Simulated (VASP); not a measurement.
Level of theory: PBEsol GGA, VASP's PBE PAW potentials (set 64) (plane waves; VASP).

VASP ran on this input.

### POSCAR
```
ZnS
1
    3.7840049732     0.0000000000     0.0000000000
   -1.8920024866     3.2770443936     0.0000000000
    0.0000000000     0.0000000000     6.1963302477
Zn S
2 2
Direct
  0.3333330000   0.6666670000   0.0001339068
  0.6666670000   0.3333330000   0.5001339068
  0.3333330000   0.6666670000   0.3748660932
  0.6666670000   0.3333330000   0.8748660932
```

INCAR:
```
! general
SYSTEM  = ZnS
PREC    = Accurate
ENCUT   = 480   ! plane-wave cut-off (eV)
LREAL   = .FALSE.   ! projection in real space or not
LASPH   = .TRUE.

! electronic loop
EDIFF   = 1E-6   ! SCF stop (eV)
NELM    = 100   ! most electronic steps
ALGO    = Normal   ! blocked Davidson
LMAXMIX = 4   ! l cut-off of mixed one-centre charges

! smearing
ISMEAR  = 0   ! Gaussian
SIGMA   = 0.05

! functional
GGA     = PS

! ions
IBRION  = 2   ! conjugate gradients
NSW     = 60   ! most ionic steps
ISIF    = 3   ! ions, shape and volume
EDIFFG  = -0.02   ! ionic stop

! output
LWAVE   = .FALSE.
LCHARG  = .FALSE.
```

File KPOINTS:
```
Automatic mesh
0
Gamma
6 6 4
0 0 0
```

POTCAR, in this order: Zn S (PBE.64 set). Program: vasp_std.

The run wrote:

**OSZICAR**
```
       N       E                     dE             d eps       ncg     rms          rms(c)
DAV:   1     0.230546076790E+03    0.23055E+03   -0.16836E+04   924   0.188E+03
DAV:   2     0.520724855953E+01   -0.22534E+03   -0.21975E+03   984   0.374E+02
DAV:   3    -0.155274994242E+02   -0.20735E+02   -0.20655E+02  1122   0.117E+02
DAV:   4    -0.159722829048E+02   -0.44478E+00   -0.44451E+00  1074   0.178E+01
DAV:   5    -0.159809697431E+02   -0.86868E-02   -0.86861E-02  1136   0.240E+00    0.103E+01
DAV:   6    -0.151477097815E+02    0.83326E+00   -0.21956E+00  1280   0.478E+01    0.782E+00
DAV:   7    -0.151856351010E+02   -0.37925E-01   -0.20322E+00   972   0.838E+00    0.329E+00
DAV:   8    -0.151631335020E+02    0.22502E-01   -0.99694E-02  1290   0.452E+00    0.108E+00
DAV:   9    -0.151624364891E+02    0.69701E-03   -0.25264E-02  1246   0.267E+00    0.260E-01
DAV:  10    -0.151625491865E+02   -0.11270E-03   -0.12307E-03  1100   0.420E-01    0.190E-01
DAV:  11    -0.151626694341E+02   -0.12025E-03   -0.21803E-04  1044   0.218E-01    0.630E-02
DAV:  12    -0.151626749532E+02   -0.55191E-05   -0.58794E-05  1146   0.101E-01    0.225E-02
DAV:  13    -0.151626758725E+02   -0.91934E-06   -0.32606E-06   952   0.176E-02
   1 F= -.15162676E+02 E0= -.15162676E+02  d E =-.151627E+02
       N       E                     dE             d eps       ncg     rms          rms(c)
DAV:   1    -0.151686570868E+02   -0.59821E-02   -0.86588E-02  1098   0.556E+00    0.566E-01
DAV:   2    -0.151636966880E+02    0.49604E-02   -0.21369E-02  1074   0.360E+00    0.219E-01
DAV:   3    -0.151631003343E+02    0.59635E-03   -0.10030E-03  1056   0.243E-01    0.108E-01
DAV:   4    -0.151629285464E+02    0.17179E-03   -0.12030E-04  1104   0.895E-02    0.545E-02
DAV:   5    -0.151629008422E+02    0.27704E-04   -0.27190E-05  1474   0.989E-02    0.691E-03
DAV:   6    -0.151629016439E+02   -0.80171E-06   -0.18488E-05  1026   0.504E-02    0.535E-03
DAV:   7    -0.151629020947E+02   -0.45080E-06   -0.23957E-06   600   0.201E-02
   2 F= -.15162902E+02 E0= -.15162902E+02  d E =-.226222E-03
```

OUTCAR:
```
------------------------ aborting loop because EDIFF is reached ----------------------------------------
  FORCE on cell =-STRESS in cart. coord.  units (eV):
  Direction    XX          YY          ZZ          XY          YZ          ZX
  --------------------------------------------------------------------------------------
  Total       -0.0712604     -0.0712604     -0.0516980      0.0000000     -0.0000000      0.0000000
  in kB       -1.4801411     -1.4801411     -1.0738134      0.0000000     -0.0000000      0.0000000
  external PRESSURE =      -1.3446985 kB  Pullay stress =       0.0000000 kB
  volume of cell :       77.14
      direct lattice vectors                 reciprocal lattice vectors
     3.787696955  0.000000000  0.000000000     0.264012674  0.152427790  0.000000000
    -1.893848478  3.280241744  0.000000000     0.000000000  0.304855580  0.000000000
     0.000000000  0.000000000  6.208329083     0.000000000  0.000000000  0.161073936
  FREE ENERGIE OF THE ION-ELECTRON SYSTEM (eV)
  ---------------------------------------------------
  free  energy   TOTEN  =       -15.1629020947 eV

  energy  without entropy=      -15.1629020947  energy(sigma->0) =      -15.16290209

 reached required accuracy - stopping structural energy minimisation
```
(Selected blocks of OUTCAR.)

### CONTCAR
```
ZnS
   1.00000000000000
     3.7876969552666866    0.0000000000000000    0.0000000000000000
    -1.8938484776333433    3.2802417437393623    0.0000000000000000
     0.0000000000000000    0.0000000000000000    6.2083290832547648
  Zn              S
     2     2
Direct
     0.3333330000000032    0.6666669999999968    0.0001858858578752
     0.6666669999999968    0.3333330000000032    0.5001858858578753
     0.3333330000000032    0.6666669999999968    0.3748141141421247
     0.6666669999999968    0.3333330000000032    0.8748141141421247
```

The compound is ZnS in the wurtzite structure, the high-temperature form. This run relaxes it. Symmetry was kept, so distortions that lower it aren't found. The start is the result of an earlier pass.
